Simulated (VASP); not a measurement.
```yaml
crystal:
  lattice:
    - [-1.60164, 1.60164, 3.92380]
    - [1.60164, -1.60164, 3.92380]
    - [1.60164, 1.60164, -3.92380]
  atoms:
    - { symbol: Si, position: [0.66488, 0.66488, 0.00000] }
    - { symbol: Si, position: [0.33512, 0.33512, 0.00000] }
    - { symbol: Mo, position: [0.00000, 0.00000, 0.00000] }
```

These are vdW-DF-cx, VASP's PBE PAW potentials (set 64) (plane waves; VASP) values and carry that method's errors. Run with 520 eV cut-off, 15×15×15 Γ-centred mesh, tetrahedra with Blöchl corrections, potentials Si Mo_sv.

The cores are frozen, which limits the accuracy of field gradients.

Question: Give the principal components of the electric field gradient (V/Å²) and the asymmetry η at each nucleus.

Answer: 
```csv
atom,Vxx,Vyy,Vzz,η
Si1,5.7,5.7,-11.5,0.00
Si2,5.7,5.7,-11.5,0.00
Mo3,30.5,30.5,-61.1,0.00
```

The compound is MoSi2 in the MoSi2 type structure. It was relaxed first.
